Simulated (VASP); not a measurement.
These are PBEsol GGA, VASP's PBE PAW potentials (set 64) (plane waves; VASP) values and carry that method's errors.

VASP ran on this input.

### KPOINTS
```
Automatic mesh
0
Gamma
8 8 8
0 0 0
```

### POSCAR
```
KF
1
    0.0000000000     2.6557847636     2.6557847636
    2.6557847636     0.0000000000     2.6557847636
    2.6557847636     2.6557847636     0.0000000000
K F
1 1
Direct
  0.0000000000   0.0000000000   0.0000000000
  0.5000000000   0.5000000000   0.5000000000
```

INCAR:
```
SYSTEM = KF
PREC = Accurate
ENCUT = 600
EDIFF = 1E-7
NELM = 100
ALGO = Normal
LREAL = .FALSE.
LASPH = .TRUE.
ISMEAR = 0
SIGMA = 0.05
GGA = PS
LWAVE = .FALSE.
LCHARG = .FALSE.
ISIF = 2
```

POTCAR, in this order: K_sv F (PBE.64 set). Program: vasp_std.

The resulting files:

OSZICAR:
```
       N       E                     dE             d eps       ncg     rms          rms(c)
DAV:   1     0.130217027477E+03    0.13022E+03   -0.90842E+03   696   0.144E+03
DAV:   2    -0.441672122958E+01   -0.13463E+03   -0.12292E+03   920   0.347E+02
DAV:   3    -0.952706847737E+01   -0.51103E+01   -0.50861E+01   884   0.654E+01
DAV:   4    -0.964124382206E+01   -0.11418E+00   -0.11410E+00  1064   0.849E+00
DAV:   5    -0.964203791760E+01   -0.79410E-03   -0.79408E-03   884   0.826E-01    0.591E+00
DAV:   6    -0.855822520567E+01    0.10838E+01   -0.37361E+00   740   0.177E+01    0.402E+00
DAV:   7    -0.852611014500E+01    0.32115E-01   -0.11663E-01   956   0.320E+00    0.242E+00
DAV:   8    -0.851949349752E+01    0.66166E-02   -0.52851E-02   764   0.274E+00    0.214E-01
DAV:   9    -0.852109444861E+01   -0.16010E-02   -0.64251E-03   924   0.693E-01    0.119E-01
DAV:  10    -0.852146862408E+01   -0.37418E-03   -0.74738E-04   820   0.275E-01    0.698E-02
DAV:  11    -0.852169530321E+01   -0.22668E-03   -0.35727E-04   740   0.151E-01    0.197E-02
DAV:  12    -0.852168777067E+01    0.75325E-05   -0.58842E-05   880   0.690E-02    0.796E-03
DAV:  13    -0.852168727262E+01    0.49805E-06   -0.60969E-06   764   0.245E-02    0.229E-03
DAV:  14    -0.852168733780E+01   -0.65175E-07   -0.25780E-07   844   0.547E-03
   1 F= -.85216873E+01 E0= -.85216873E+01  d E =-.185801E-19
```

### OUTCAR
```
------------------------ aborting loop because EDIFF is reached ----------------------------------------
  FORCE on cell =-STRESS in cart. coord.  units (eV):
  Direction    XX          YY          ZZ          XY          YZ          ZX
  --------------------------------------------------------------------------------------
  Total       -0.0132052     -0.0132052     -0.0132052      0.0000000      0.0000000     -0.0000000
  in kB       -0.5647384     -0.5647384     -0.5647384      0.0000000      0.0000000     -0.0000000
  external PRESSURE =      -0.5647384 kB  Pullay stress =       0.0000000 kB
  volume of cell :       37.46
      direct lattice vectors                 reciprocal lattice vectors
     0.000000000  2.655784764  2.655784764    -0.188268269  0.188268269  0.188268269
     2.655784764  0.000000000  2.655784764     0.188268269 -0.188268269  0.188268269
     2.655784764  2.655784764  0.000000000     0.188268269  0.188268269 -0.188268269
  FREE ENERGIE OF THE ION-ELECTRON SYSTEM (eV)
  ---------------------------------------------------
  free  energy   TOTEN  =        -8.5216873378 eV

  energy  without entropy=       -8.5216873378  energy(sigma->0) =       -8.52168734
```
(Selected blocks of OUTCAR.)

The compound is KF in the rock salt structure. It was relaxed first.
